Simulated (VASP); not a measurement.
Computed with PBE GGA, VASP's PBE PAW potentials (set 64) (plane waves; VASP).

A VASP calculation is set up with these files.

**INCAR**
```
! general
SYSTEM   =  HoAs
PREC     =  Accurate
ENCUT    =  300   ! plane-wave cut-off (eV)
LREAL    =  F
LASPH    =  T

! electronic loop
EDIFF    =  1E-6   ! SCF stop (eV)
NELM     =  100   ! most electronic steps
ALGO     =  Normal   ! blocked Davidson
LMAXMIX  =  6   ! l cut-off of mixed one-centre charges

! smearing
ISMEAR   =  0
SIGMA    =  0.1

! functional
GGA      =  PE

! spin
ISPIN    =  2
MAGMOM   =  0.0 4.0

! ions
ISIF     =  2   ! forces and stress, cell fixed

! output
LWAVE    =  F
LCHARG   =  F
LORBIT   =  11
```

**POSCAR**
```
HoAs
1
    0.0000000000     3.1892800000     3.1892800000
    3.1892800000     0.0000000000     3.1892800000
    3.1892800000     3.1892800000     0.0000000000
As Ho
1 1
Direct
  0.2539370000   0.2720850000   0.2399070000
 -0.0039370000  -0.0220850000   0.0100930000
```

### KPOINTS
```
Automatic mesh
0
Gamma
3 3 3
0 0 0
```

POTCAR, in this order: As Ho (PBE.64 set). Program: vasp_std.

Output of the run:

**OSZICAR**
```
       N       E                     dE             d eps       ncg     rms          rms(c)
DAV:   1     0.140464894011E+03    0.14046E+03   -0.76850E+03  1136   0.227E+03
DAV:   2     0.896131861268E+01   -0.13150E+03   -0.12365E+03  1290   0.257E+02
DAV:   3    -0.103194813557E+02   -0.19281E+02   -0.19017E+02  1245   0.937E+01
DAV:   4    -0.125243575855E+02   -0.22049E+01   -0.21805E+01  1927   0.279E+01
DAV:   5    -0.126096804617E+02   -0.85323E-01   -0.85258E-01  1681   0.607E+00    0.317E+01
DAV:   6    -0.172148298710E+02   -0.46051E+01   -0.11096E+01  1497   0.891E+01    0.587E+01
DAV:   7    -0.145194564925E+02    0.26954E+01   -0.12515E+02  1156   0.725E+01    0.376E+01
DAV:   8    -0.127280132160E+02    0.17914E+01   -0.65974E+00  1605   0.283E+01    0.157E+01
DAV:   9    -0.126469786021E+02    0.81035E-01   -0.54281E+00  1755   0.482E+01    0.118E+01
DAV:  10    -0.129275837640E+02   -0.28061E+00   -0.64804E-01  1718   0.277E+01    0.780E+00
DAV:  11    -0.126001740190E+02    0.32741E+00   -0.71437E-01  1808   0.158E+01    0.635E+00
DAV:  12    -0.126147211982E+02   -0.14547E-01   -0.38085E-01  2048   0.867E+00    0.513E+00
DAV:  13    -0.126468385152E+02   -0.32117E-01   -0.10436E-01  2061   0.777E+00    0.418E+00
DAV:  14    -0.126594714282E+02   -0.12633E-01   -0.16073E-01  1642   0.870E+00    0.289E+00
DAV:  15    -0.126768300444E+02   -0.17359E-01   -0.13836E-01  1770   0.865E+00    0.174E+00
DAV:  16    -0.126863853992E+02   -0.95554E-02   -0.53197E-02  2010   0.457E+00    0.130E+00
DAV:  17    -0.126956551635E+02   -0.92698E-02   -0.54910E-02  1617   0.436E+00    0.114E+00
DAV:  18    -0.126956054949E+02    0.49669E-04   -0.17998E-02  1842   0.360E+00    0.718E-01
DAV:  19    -0.126981824125E+02   -0.25769E-02   -0.11980E-02  1956   0.188E+00    0.472E-01
DAV:  20    -0.126997268542E+02   -0.15444E-02   -0.58662E-03  1589   0.177E+00    0.374E-01
DAV:  21    -0.127017810355E+02   -0.20542E-02   -0.95568E-03  1476   0.196E+00    0.264E-01
DAV:  22    -0.127027344169E+02   -0.95338E-03   -0.26386E-03  2026   0.898E-01    0.269E-01
DAV:  23    -0.127033027696E+02   -0.56835E-03   -0.17741E-03  1813   0.770E-01    0.248E-01
DAV:  24    -0.127049190562E+02   -0.16163E-02   -0.52819E-03  1513   0.140E+00    0.224E-01
DAV:  25    -0.127065580090E+02   -0.16390E-02   -0.67475E-03  1423   0.160E+00    0.212E-01
DAV:  26    -0.127083728501E+02   -0.18148E-02   -0.14668E-02  1259   0.239E+00    0.209E-01
DAV:  27    -0.127084170320E+02   -0.44182E-04   -0.36623E-02  1306   0.383E+00    0.251E-01
DAV:  28    -0.127073936669E+02    0.10234E-02   -0.44830E-02  1315   0.421E+00    0.269E-01
DAV:  29    -0.127136179979E+02   -0.62243E-02   -0.22525E-03  1758   0.600E-01    0.165E-01
DAV:  30    -0.127140925427E+02   -0.47454E-03   -0.29068E-04  1919   0.180E-01    0.148E-01
DAV:  31    -0.127141721962E+02   -0.79653E-04   -0.42055E-04  1989   0.388E-01    0.131E-01
DAV:  32    -0.127142303913E+02   -0.58195E-04   -0.70354E-04  1258   0.515E-01    0.108E-01
DAV:  33    -0.127142614236E+02   -0.31032E-04   -0.12969E-03  1342   0.701E-01    0.840E-02
DAV:  34    -0.127143685766E+02   -0.10715E-03   -0.52783E-04  1981   0.449E-01    0.629E-02
DAV:  35    -0.127143417637E+02    0.26813E-04   -0.75125E-04  1230   0.544E-01    0.625E-02
DAV:  36    -0.127144591316E+02   -0.11737E-03   -0.19124E-04  1586   0.303E-01    0.329E-02
DAV:  37    -0.127144732426E+02   -0.14111E-04   -0.29952E-05  1666   0.914E-02    0.259E-02
DAV:  38    -0.127144780715E+02   -0.48288E-05   -0.17149E-05   709   0.731E-02    0.222E-02
DAV:  39    -0.127144852568E+02   -0.71853E-05   -0.49321E-05   833   0.125E-01    0.165E-02
DAV:  40    -0.127144929241E+02   -0.76673E-05   -0.57482E-05   661   0.136E-01    0.129E-02
DAV:  41    -0.127144994503E+02   -0.65262E-05   -0.83979E-05   791   0.161E-01    0.128E-02
DAV:  42    -0.127145064856E+02   -0.70354E-05   -0.84388E-05  1116   0.164E-01    0.136E-02
DAV:  43    -0.127145152280E+02   -0.87424E-05   -0.12747E-05   850   0.600E-02    0.100E-02
DAV:  44    -0.127145175573E+02   -0.23292E-05   -0.81302E-06   625   0.493E-02    0.957E-03
DAV:  45    -0.127145213436E+02   -0.37864E-05   -0.18120E-05   613   0.736E-02    0.971E-03
DAV:  46    -0.127145087142E+02    0.12629E-04   -0.33017E-04  1200   0.329E-01    0.199E-02
DAV:  47    -0.127145308356E+02   -0.22121E-04   -0.85178E-05   925   0.162E-01    0.150E-02
DAV:  48    -0.127145232739E+02    0.75617E-05   -0.23988E-04  1040   0.279E-01    0.194E-02
DAV:  49    -0.127145471781E+02   -0.23904E-04   -0.59351E-05  1353   0.133E-01    0.130E-02
DAV:  50    -0.127145572453E+02   -0.10067E-04   -0.10161E-05   948   0.524E-02    0.977E-03
DAV:  51    -0.127145200304E+02    0.37215E-04   -0.24052E-04  1288   0.292E-01    0.166E-02
DAV:  52    -0.127145430637E+02   -0.23033E-04   -0.56059E-06   937   0.405E-02    0.960E-03
DAV:  53    -0.127145420560E+02    0.10077E-05   -0.14522E-05   595   0.704E-02    0.103E-02
DAV:  54    -0.127145361526E+02    0.59034E-05   -0.25540E-05   595   0.925E-02    0.134E-02
DAV:  55    -0.127145326449E+02    0.35077E-05   -0.21433E-05   595   0.852E-02    0.153E-02
DAV:  56    -0.127145371307E+02   -0.44858E-05   -0.20238E-06   604   0.244E-02    0.136E-02
DAV:  57    -0.127145416033E+02   -0.44726E-05   -0.59663E-06   707   0.484E-02    0.125E-02
DAV:  58    -0.127145437763E+02   -0.21730E-05   -0.29199E-05   704   0.102E-01    0.960E-03
DAV:  59    -0.127145463503E+02   -0.25740E-05   -0.22354E-06   595   0.285E-02    0.781E-03
DAV:  60    -0.127145481263E+02   -0.17760E-05   -0.10604E-05   595   0.619E-02    0.798E-03
DAV:  61    -0.127145495918E+02   -0.14655E-05   -0.30942E-06   595   0.331E-02    0.786E-03
DAV:  62    -0.127145513790E+02   -0.17872E-05   -0.17196E-05   589   0.777E-02    0.817E-03
DAV:  63    -0.127145531291E+02   -0.17501E-05   -0.14627E-06   586   0.222E-02    0.764E-03
DAV:  64    -0.127145538346E+02   -0.70545E-06   -0.13799E-06   586   0.208E-02
   1 F= -.12714554E+02 E0= -.12714486E+02  d E =-.134750E-03  mag=     4.0000
```

OUTCAR:
```
------------------------ aborting loop because EDIFF is reached ----------------------------------------
  FORCE on cell =-STRESS in cart. coord.  units (eV):
  Direction    XX          YY          ZZ          XY          YZ          ZX
  --------------------------------------------------------------------------------------
  Total        1.2651152      1.3278473      0.9181336     -1.5584734     -0.8223314      0.5511677
  in kB       31.2415608     32.7907076     22.6729764    -38.4859337    -20.3071753     13.6108856
  external PRESSURE =      28.9017483 kB  Pullay stress =       0.0000000 kB
  volume of cell :       64.88
      direct lattice vectors                 reciprocal lattice vectors
     0.000000000  3.189280000  3.189280000    -0.156775197  0.156775197  0.156775197
     3.189280000  0.000000000  3.189280000     0.156775197 -0.156775197  0.156775197
     3.189280000  3.189280000  0.000000000     0.156775197  0.156775197 -0.156775197
 POSITION                                       TOTAL-FORCE (eV/Angst)
 -----------------------------------------------------------------------------------
      1.63289      1.57501      1.67763        -0.600815      0.477725     -1.068848
      3.15103      3.20891      6.29557         0.600815     -0.477725      1.068848
 -----------------------------------------------------------------------------------
    total drift:                                0.000450      0.000509      0.002312
  FREE ENERGIE OF THE ION-ELECTRON SYSTEM (eV)
  ---------------------------------------------------
  free  energy   TOTEN  =       -12.7145538346 eV

  energy  without entropy=      -12.7144190843  energy(sigma->0) =      -12.71448646

 total charge

# of ion       s       p       d       f       tot
--------------------------------------------------
    1        1.217   1.680   0.007   0.000   2.904
    2        2.083   5.726   0.483  10.166  18.458
--------------------------------------------------
tot          3.300   7.406   0.490  10.166  21.362

 magnetization (x)

# of ion       s       p       d       f       tot
--------------------------------------------------
    1       -0.001   0.077   0.001   0.000   0.076
    2        0.005  -0.020   0.054   3.707   3.746
--------------------------------------------------
tot          0.004   0.057   0.055   3.707   3.823
```
(Selected blocks of OUTCAR.)

At this cut-off the stress carries a Pulay error, which pulls relaxed volumes low.

The structure was generated: HoAs was put into an ordered model structure, which need not be its known phase. The cell was not relaxed at this level, atoms are displaced from their ideal sites. The k-mesh is coarse (spacing up to 0.57 per Å, 2π included), so the numbers may not be converged in it.
